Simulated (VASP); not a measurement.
NiSi2 (fluorite) relaxed at rising pressure, in one space group throughout; other phases were not tried. The pressures are those reached. All values below come from PBEsol GGA, VASP's PBE PAW potentials (set 64) (plane waves; VASP).

```
P (GPa)  V (Å³/atom)    k-mesh
-------  -----------  --------
-0.13         13.064  10×10×10
4.86          12.700  10×10×10
9.90          12.374  10×10×10
19.89         11.808  10×10×10
30.03         11.379  10×10×10
```

Task: Fit an equation of state and predict the volume at 44.97 GPa.

Result: Least squares on the third-order Birch-Murnaghan form, P = (3B0/2)(y⁷ − y⁵)[1 + (3/4)(B′ − 4)(y² − 1)] with y = (V0/V)^(1/3), gives V0 = 13.063 Å³/atom, B0 = 159 GPa and B′ = 4.5, and so 10.846 Å³/atom. The run gave 10.864 Å³/atom, +0.2 % from the fit.

Pressures at which the relaxation failed are left out.

The compound is NiSi2 in the fluorite structure. The run is not spin-polarised, so no magnetic state was tried.
